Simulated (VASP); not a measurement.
Input for VASP

INCAR:
```
SYSTEM = KBr
PREC = Accurate
ENCUT = 400
EDIFF = 1E-6
NELM = 100
ALGO = Normal
LREAL = .FALSE.
LASPH = .TRUE.
ISMEAR = 0
SIGMA = 0.05
GGA = PE
LMAXMIX = 4
LWAVE = .FALSE.
LCHARG = .FALSE.
ISIF = 2
LSORBIT = .TRUE.
MAGMOM = 0 0 0 0 0 0
GGA_COMPAT = .FALSE.
```

File KPOINTS:
```
Automatic mesh
0
Gamma
6 6 6
0 0 0
```

### POSCAR
```
KBr
1
    0.0000000000     3.3000000000     3.3000000000
    3.3000000000     0.0000000000     3.3000000000
    3.3000000000     3.3000000000     0.0000000000
K Br
1 1
Direct
  0.0000000000   0.0000000000   0.0000000000
  0.5000000000   0.5000000000   0.5000000000
```

POTCAR, in this order: K_sv Br (PBE.64 set). Program: vasp_ncl.

Question: Translate this PBE+SOC calculation to Ansatz.

Answer: One equivalent input (not run):
Ansatz 0.2 input:
```yaml
crystal:
  lattice:
    - [0.0000000, 3.3000000, 3.3000000]
    - [3.3000000, 0.0000000, 3.3000000]
    - [3.3000000, 3.3000000, 0.0000000]
  atoms:
    - { symbol: K, position: [0.0000000, 0.0000000, 0.0000000] }
    - { symbol: Br, position: [0.5000000, 0.5000000, 0.5000000] }
kpoints:
  mp_grid: { grid: [6, 6, 6] }
hamiltonian:
  xc: pbe
  pseudopotentials: { kind: paw }
magnetization: { noncollinear: true, spin_orbit: true }
scf:
  occupations: { method: gaussian, width: 0.05 }
  max_iter: 100
output: { forces: true, stress: true, eigenvalues: true }
```
Limits of the translation: each code has its own PAW files, so the cut-off isn't converted (ENCUT is set for VASP's; basis.ecutwfc is left out, and Ansatz then takes the one that its files recommend); Ansatz stops its SCF on the density residual and VASP on the energy change (EDIFF).

The compound is KBr in the rock salt structure. The cell was not relaxed at this level. The run is one of a series of settings (GGA_COMPAT = .FALSE., LSORBIT = .TRUE., MAGMOM = 0 0 0 0 0 0, program vasp_ncl against the base run), some of them coarse on purpose.
